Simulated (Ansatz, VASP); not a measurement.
**AlB2C2 in VASP and in Ansatz**

```
Al B C
1.0
     5.22966    0.00000    0.00000
    -2.61483    4.52902    0.00000
     0.00000    0.00000    2.80582
Al B C
1 2 2
Direct
  0.00000 0.00000 0.50000
  0.33333 0.66667 0.50000
  0.66667 0.33333 0.50000
  0.33333 0.66667 0.00000
  0.66667 0.33333 0.00000
```

Alike in both runs: functional PBE; k mesh 6 × 6 × 6; occupations gaussian, width 0.1 eV; no spin polarisation.

Ansatz relaxed the structure, and its values are those at the end. VASP's run is a single point on that final structure, the one shown.

```csv
,VASP,Ansatz
version,VASP 6.6.1,Ansatz 0.2.0
potentials or method,"VASP PAW PBE potentials, release 64 (Al, B, C)","scalar-relativistic, plane waves, PAW"
plane-wave cutoff (eV),520,420
valence electrons in the cell,17,17
```

```csv
,VASP,Ansatz,Ansatz less VASP
gap on the k mesh at the Fermi level (eV),none,none,-
pressure (GPa),-0.1,-0.1,+0.08
```

A gap of «none» marks a metal or a gap that the smearing closes.

Caveats: the k mesh is coarse (spacing up to 0.37 Å⁻¹), so the values aren't converged.
